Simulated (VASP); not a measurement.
Data:

```
CELL_PARAMETERS angstrom
      0.00000     2.95814     2.95814
      2.95814     0.00000     2.95814
      2.95814     2.95814     0.00000
ATOMIC_POSITIONS crystal
  Cd 0.00000 0.00000 0.00000
  S  0.25000 0.25000 0.25000
```

These are optB88-vdW, VASP's PBE PAW potentials (set 64) (plane waves; VASP 6.6.1) values and carry that method's errors. Run with 520 eV cut-off, 7×7×7 Γ-centred mesh, Gaussian smearing of 0.050 eV, potentials Cd S.

Q: Estimate the energy per atom (σ→0), band gap (on the k-mesh) with the smallest direct gap where there is one.

A: 
```
Item                                          Value
-----------------------------------  --------------
band gap (on the k-mesh)                    0.92 eV
smallest direct gap (on the k-mesh)         0.92 eV
energy per atom (σ→0)                -0.665 eV/atom
```

Total energies compare only between runs with the same potentials, cut-off and functional.

The compound is CdS in the zinc blende structure, a metastable form; wurtzite is the usual one. It was relaxed first, which changed the volume by +5 %. The start is the result of an earlier pass.
